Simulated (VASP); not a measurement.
Here is the system:

```
CdZn3S4
1.0
    5.50203     0.00000     0.00000
    0.00000     5.50203     0.00000
    0.00000     0.00000     5.50203
Zn Cd S
3 1 4
Direct
  0.00000   0.50000   0.50000
  0.50000   0.00000   0.50000
  0.50000   0.50000   0.00000
  0.00000   0.00000   0.00000
  0.26274   0.26274   0.26274
  0.26274   0.73726   0.73726
  0.73726   0.73726   0.26274
  0.73726   0.26274   0.73726
```

Calculation: r2SCAN meta-GGA, VASP's PBE PAW potentials (set 64) (plane waves; VASP 6.6.1). Numerical set-up: 400 eV cut-off, 5×5×5 Γ-centred mesh, tetrahedra with Blöchl corrections, potentials Zn Cd S.

Question: Give the energies of bands 28 to 41 at the high-symmetry points, in eV from the valence-band maximum.

Answer: 
| band | Γ | X | M | R |
|---|---|---|---|---|
| 28 | -2.24 | -2.73 | -3.83 | -4.89 |
| 29 | -2.24 | -2.73 | -2.64 | -1.14 |
| 30 | -2.24 | -2.60 | -2.34 | -1.14 |
| 31 | -2.16 | -2.48 | -2.34 | -0.89 |
| 32 | -2.16 | -2.39 | -2.34 | -0.89 |
| 33 | -2.16 | -1.35 | -1.24 | -0.89 |
| 34 | 0.00 | -1.35 | -0.82 | -0.64 |
| 35 | 0.00 | -1.01 | -0.74 | -0.64 |
| 36 | 0.00 | -1.01 | -0.74 | -0.64 |
| 37 | 2.32 | 4.58 | 5.04 | 3.64 |
| 38 | 3.79 | 4.64 | 5.04 | 3.64 |
| 39 | 3.79 | 5.05 | 5.09 | 3.64 |
| 40 | 3.79 | 5.19 | 5.69 | 3.81 |
| 41 | 4.27 | 5.94 | 6.48 | 7.13 |

The gap is direct, 2.32 eV, from the valence maximum at Γ to the conduction minimum at Γ.

The structure comes from a computed database's Zn3CdS4 entry (P-43m); how it stands against other phases isn't given here. It was relaxed first.
